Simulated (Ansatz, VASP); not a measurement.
# CoCl2: VASP beside Ansatz, part 2 of 2

One calculation is typed for both programs; each brings its own data sets. How far apart do they land? The cell is taken from a series of runs on this material, whose earlier steps may have relaxed, scaled, displaced or heated it; both programs get it as it stands.

VASP 6.6.1 and Ansatz 0.2.0.

So far: The starting structure; Ansatz: relaxation of cell and atoms, LDA.

## (3) VASP: relaxation of cell and atoms, LDA

Level of this step: LDA, spin-polarised from a ferromagnetic start; plane waves and PAW (Co, Cl) (VASP).

The same cell, functional (in two slightly different forms), mesh and smearing now go to VASP, with its own data sets.

Lines of VASP's logs that name or quote its potential files are left out, and so is its time.

Input file INCAR:

```
SYSTEM = CoCl2
PREC = Accurate
ENCUT = 600
EDIFF = 1E-07
NELM = 200
ISMEAR = 0
SIGMA = 0.1
LREAL = .FALSE.
ALGO = Normal
GGA = CA
NBANDS = 21
ISPIN = 2
MAGMOM = 2.4 0.22 0.22
LASPH = .TRUE.
LMAXMIX = 4
LORBIT = 11
LWAVE = .FALSE.
LCHARG = .FALSE.
ISIF = 3
IBRION = 2
NSW = 80
EDIFFG = -0.005
GGA_COMPAT = .FALSE.
NELMIN = 4
KPAR = 2
```

Input file POSCAR:

```
CoCl2
1.0
    3.3615920000      0.0000000000      0.0000000000
   -1.6807960000      2.9112240000      0.0000000000
    0.0000000000      0.0000000000      5.6040840000
Co Cl
1 2
Direct
    0.0000000000      0.0000000000      0.0000000000
    0.6666666667      0.3333333333      0.7631211452
    0.3333333333      0.6666666667      0.2368786763
```

Input file KPOINTS:

```
Automatic mesh
0
Gamma
15 15 8
0 0 0
```

The projector-augmented-wave data sets are Co and Cl (LDA family, release 64).

Launch:

```console
$ mpirun -np 2 vasp_std
```

Numbers of over 12 decimals in the logs are rounded to 6 here.

Log:

```text
[banner, memory and clock lines left out]
running    2 mpi-ranks, on    1 nodes
 distrk:  each k-point on    1 cores,    2 groups
 distr:  one band on    1 cores,    1 groups

 POSCAR found type information on POSCAR CoCl
 POSCAR found :  2 types and       3 ions
 LDA part: xc-table for (Slater(with rela. corr.)+CA(PZ))
 , standard interpolation
 POSCAR, INCAR and KPOINTS ok, starting setup
 FFT: planning ... GRIDC
 FFT: planning ... GRID_SOFT
 FFT: planning ... GRID
 WAVECAR not read
 entering main loop
       N       E                     dE             d eps       ncg     rms          rms(c)
DAV:   1     0.177971301900E+03    0.17797E+03   -0.10858E+04 16136   0.118E+03
DAV:   2     0.351289222134E+01   -0.17446E+03   -0.16233E+03 17175   0.271E+02
DAV:   3    -0.148051248702E+02   -0.18318E+02   -0.17766E+02 19797   0.949E+01
DAV:   4    -0.152732014279E+02   -0.46808E+00   -0.46686E+00 19293   0.154E+01
DAV:   5    -0.152890957773E+02   -0.15894E-01   -0.15892E-01 22885   0.289E+00    0.155E+01
DAV:   6    -0.154034036509E+02   -0.11431E+00   -0.12272E+01 19790   0.583E+01    0.204E+01
DAV:   7    -0.141391741653E+02    0.12642E+01   -0.43630E+00 19189   0.564E+01    0.855E+00
DAV:   8    -0.141156648443E+02    0.23509E-01   -0.40954E-01 23462   0.706E+00    0.334E+00
DAV:   9    -0.140866702595E+02    0.28995E-01   -0.12393E-01 24547   0.728E+00    0.103E+00
DAV:  10    -0.140982683258E+02   -0.11598E-01   -0.58799E-02 22393   0.169E+00    0.825E-01
DAV:  11    -0.140944022827E+02    0.38660E-02   -0.39236E-03 23430   0.937E-01    0.438E-01
DAV:  12    -0.140932772064E+02    0.11251E-02   -0.15662E-02 24767   0.701E-01    0.341E-01
DAV:  13    -0.140933257123E+02   -0.48506E-04   -0.12859E-03 23239   0.540E-01    0.155E-01
DAV:  14    -0.140931655030E+02    0.16021E-03   -0.62497E-04 24812   0.201E-01    0.562E-02
DAV:  15    -0.140931704956E+02   -0.49926E-05   -0.34918E-05 20524   0.402E-02    0.362E-02
DAV:  16    -0.140931660072E+02    0.44884E-05   -0.39198E-06 23063   0.422E-02    0.193E-02
DAV:  17    -0.140931647972E+02    0.12100E-05   -0.36682E-06 24945   0.323E-02    0.271E-03
DAV:  18    -0.140931648676E+02   -0.70395E-07   -0.74623E-07 19300   0.673E-03
   1 F= -.14093165E+02 E0= -.14076400E+02  d E =-.140932E+02  mag=     2.9842
[...]
2 F= -.14093213E+02 E0= -.14076417E+02  d E =-.486167E-04  mag=     2.9808
[...]
3 F= -.14093227E+02 E0= -.14076437E+02  d E =-.624071E-04  mag=     2.9820
 curvature:  -0.35 expect dE=-0.155E-05 dE for cont linesearch -0.547E-06
 ZBRENT: interpolating
 opt :   0.6215  next Energy=   -14.093228 (dE=-0.629E-04)
 bond charge predicted
       N       E                     dE             d eps       ncg     rms          rms(c)
DAV:   1    -0.140932311230E+02   -0.37996E-05   -0.75528E-05 18588   0.975E-02    0.159E-02
DAV:   2    -0.140932283462E+02    0.27768E-05   -0.16905E-05 19488   0.799E-02    0.160E-02
DAV:   3    -0.140932269830E+02    0.13632E-05   -0.33871E-06 20944   0.459E-02    0.566E-03
DAV:   4    -0.140932268587E+02    0.12431E-06   -0.11907E-06 18613   0.639E-03    0.343E-03
DAV:   5    -0.140932267733E+02    0.85375E-07   -0.10333E-07  9049   0.760E-03
   4 F= -.14093227E+02 E0= -.14076449E+02  d E =-.619057E-04  mag=     2.9822
 curvature:  -0.31 expect dE=-0.150E-05 dE for cont linesearch -0.467E-06
 trial: gam=-0.06410 g(F)=  0.175E-05 g(S)=  0.306E-05 ort = 0.167E-04 (trialstep = 0.924E+00)
 search vector abs. value=  0.344E-05
 reached required accuracy - stopping structural energy minimisation
```

Parts of OUTCAR (step 3):

```text
ion  position               nearest neighbor table
   1  0.000  0.000  0.000-   3 2.35   3 2.35   3 2.35   2 2.35   2 2.35   2 2.35
   2  0.667  0.333  0.763-   1 2.35   1 2.35   1 2.35
   3  0.333  0.667  0.237-   1 2.35   1 2.35   1 2.35

  LATTYP: Found a hexagonal cell.
 ALAT       =     3.3615920000
 C/A-ratio  =     1.6670922587

 Subroutine GETGRP returns: Found 12 space group operations
 (whereof 12 operations were pure point group operations)

The static configuration has the point symmetry D_3d.

 Found    192 irreducible k-points:

   k-points           NKPTS =    192   k-points in BZ     NKDIM =    192   number of bands    NBANDS=     21

   dimension x,y,z NGX =    28 NGY =   28 NGZ =   48
   dimension x,y,z NGXF=    56 NGYF=   56 NGZF=   96

   ENCUT  =  600.0 eV  44.10 Ry    6.64 a.u.   6.71  6.71 11.19*2*pi/ulx,y,z

   NELECT =      23.0000    total number of electrons

 k-points in reciprocal lattice and weights: Automatic mesh
   0.00000000  0.00000000  0.00000000       0.001
   0.06666667  0.00000000  0.00000000       0.003
   0.13333333  0.00000000  0.00000000       0.003
   0.20000000  0.00000000  0.00000000       0.003
   0.26666667  0.00000000  0.00000000       0.003
   0.33333333  0.00000000  0.00000000       0.003
   0.40000000  0.00000000  0.00000000       0.003
   0.46666667  0.00000000  0.00000000       0.003
   0.06666667  0.06666667  0.00000000       0.003
[...]
0.33333333  0.26666667  0.50000000       0.007
   0.33333333  0.33333333  0.50000000       0.001

 average (electrostatic) potential at core
       1 -84.0822       2 -95.3570       3 -95.3570

 E-fermi :   4.2541

 spin component 1
 k-point     1 :       0.0000    0.0000    0.0000
  band No.  band energies     occupation
    ...
      9       2.2233      1.00000
     10       2.2233      1.00000
     11       2.2759      1.00000
     12       4.1503      0.92880
     13       4.1503      0.92880
     14       8.6667      0.00000
     15       9.8299      0.00000
     16      13.3975      0.00000
     17      13.3975      0.00000
     18      14.8980      0.00000
    ...

 k-point     2 :       0.0667    0.0000    0.0000
  band No.  band energies     occupation
    ...
      9       2.2745      1.00000
     10       2.3397      1.00000
     11       2.3515      1.00000
     12       4.0405      0.99873
     13       4.1254      0.96558
     14       8.8943      0.00000
     15      10.0814      0.00000
     16      13.0964      0.00000
     17      13.5306      0.00000
     18      15.0293      0.00000
    ...

 k-point     3 :       0.1333    0.0000    0.0000
  band No.  band energies     occupation
    ...
      9       2.2077      1.00000
     10       2.4349      1.00000
     11       2.4842      1.00000
     12       3.8267      1.00000
     13       4.0719      0.99500
     14       9.4721      0.00000
     15      10.6764      0.00000
     16      12.5238      0.00000
     17      13.8678      0.00000
     18      14.7972      0.00000
    ...

 k-point     4 :       0.2000    0.0000    0.0000
  band No.  band energies     occupation
    ...
      9       1.9915      1.00000
     10       2.4788      1.00000
     11       2.5392      1.00000
     12       3.7156      1.00000
     13       4.0357      0.99899
     14      10.1560      0.00000
     15      11.0132      0.00000
     16      12.3173      0.00000
     17      14.0152      0.00000
     18      14.1669      0.00000
    ...

 k-point     5 :       0.2667    0.0000    0.0000
  band No.  band energies     occupation
    ...
      9       1.8955      1.00000
     10       2.4943      1.00000
     11       2.4966      1.00000
     12       3.7369      1.00000
     13       4.0433      0.99856
     14      10.4495      0.00000
     15      10.8498      0.00000
     16      12.4555      0.00000
     17      13.8060      0.00000
     18      13.9569      0.00000
    ...

 k-point     6 :       0.3333    0.0000    0.0000
  band No.  band energies     occupation
    ...
      9       1.8402      1.00000
     10       2.3914      1.00000
     11       2.4821      1.00000
     12       3.7932      1.00000
     13       4.0811      0.99278
     14      10.0348      0.00000
     15      10.9121      0.00000
     16      12.1195      0.00000
     17      13.8545      0.00000
     18      14.0005      0.00000
    ...

  Total       -0.0058346     -0.0058346     -0.0110679      0.0000000      0.0000000      0.0000000
  in kB       -0.1707530     -0.1707529     -0.3239099      0.0000000      0.0000000      0.0000000
  external PRESSURE =      -0.2218053 kB  Pullay stress =       0.0000000 kB

  energy-cutoff  :      600.00
  volume of cell :       54.75
      direct lattice vectors                 reciprocal lattice vectors
     3.359624701  0.000000000  0.000000000     0.297652294  0.171849636  0.000000000
    -1.679812350  2.909520269 -0.000000000     0.000000000  0.343699273  0.000000000
     0.000000000 -0.000000000  5.600680165     0.000000000  0.000000000  0.178549742

 POSITION                                       TOTAL-FORCE (eV/Angst)
 -----------------------------------------------------------------------------------
      0.00000      0.00000      0.00000         0.000000      0.000000      0.000000
      1.67981      0.96984      4.27437        -0.000000      0.000000     -0.004264
     -0.00000      1.93968      1.32631        -0.000000     -0.000000      0.004264
 -----------------------------------------------------------------------------------
    total drift:                                0.000000     -0.000000      0.000911

  FREE ENERGIE OF THE ION-ELECTRON SYSTEM (eV)
  ---------------------------------------------------
  free  energy   TOTEN  =       -14.0932267733 eV

  energy  without entropy=      -14.0596713850  energy(sigma->0) =      -14.07644908

 reached required accuracy - stopping structural energy minimisation

 total charge
# of ion       s       p       d       tot
------------------------------------------
    1        0.335   0.403   7.211   7.949
    2        1.601   3.485   0.000   5.086
    3        1.601   3.485   0.000   5.086
--------------------------------------------------
tot          3.537   7.374   7.211  18.122

 magnetization (x)
# of ion       s       p       d       tot
------------------------------------------
    1        0.009   0.010   2.367   2.386
    2        0.011   0.206   0.000   0.218
    3        0.011   0.206   0.000   0.218
--------------------------------------------------
tot          0.031   0.423   2.367   2.822

[... 6 further parts left out ...]
```

CONTCAR:

```
CoCl2
   1.00000000000000
     3.3596247006857927    0.0000000000000000    0.0000000000000000
    -1.6798123503428963    2.9095202689384694   -0.0000000000000000
     0.0000000000000000   -0.0000000000000000    5.6006801646839390
  Co              Cl
     1     2
Direct
     0.0000000000000000    0.0000000000000000    0.0000000000000000
     0.6666666667000030    0.3333333332999970    0.7631879771760712
     0.3333333332999970    0.6666666667000030    0.2368118443239335
```

The cell holds one magnetic atom, so no antiferromagnetic order fits into it. Oxides and halides of Co are often magnetic insulators, and a metal at this level, without U or exact exchange, may be an artefact.

## (4) Differences

Known differences besides the potentials themselves: VASP starts from the moments at which Ansatz ended; the two LDA forms differ slightly; the data sets hold 31 valence electrons in Ansatz (on its default PAW (the set named soft_2) files) and 23 in VASP; the cutoff is 420 eV in Ansatz and 600 eV in VASP; VASP's log shows a relativistic correction to its local exchange, Ansatz's none; Ansatz adds a Pulay correction to the stress that steers its cell, VASP none; site moments are counted in spheres of each program's own size. Total energies have different zeros and are not compared.

The two programs side by side:

```
                                         quantity  Ansatz   VASP  difference
                                      volume (Å³)   54.84  54.75     +0.18 %
edge a after relaxation, in the typed setting (Å)   3.362  3.360     +0.06 %
edge c after relaxation, in the typed setting (Å)   5.604  5.601     +0.06 %
                                total moment (μB)    3.00   2.98       +0.02
                               moment on Co1 (μB)    2.40   2.39       +0.01
                               moment on Cl2 (μB)    0.22   0.22        0.00
                               moment on Cl3 (μB)    0.22   0.22        0.00
```

## (5) What came out

```yaml
difference_in_volume_relaxation_of_cell_and_atoms_lda: 0.18 %
```

**Reading.** The difference in volume is 0.18 % (relaxation of cell and atoms, LDA), within the 1.2 % picked in this series as the mark of a large difference, as far as the stopping tolerances let one tell. The data sets hold unlike numbers of valence electrons (31 in Ansatz and 23 in VASP), so part of the differences comes from the potentials. Such differences can come from data sets, numerical settings and the points named under the comparisons, not from the functional's error against experiment.

[Lines on the potential files, build, host, timing and source positions are cut from VASP's logs without a mark.]

[Logs are printed without paths, hosts, clocks, repeated set-up lines and the standing remarks that a program may print on its own settings, such as how far it seeks lower states.]

[Hosts, paths, dates, database ids (printed as entryN), source tags and the programs' standing remarks are cut or masked in the printed files.]
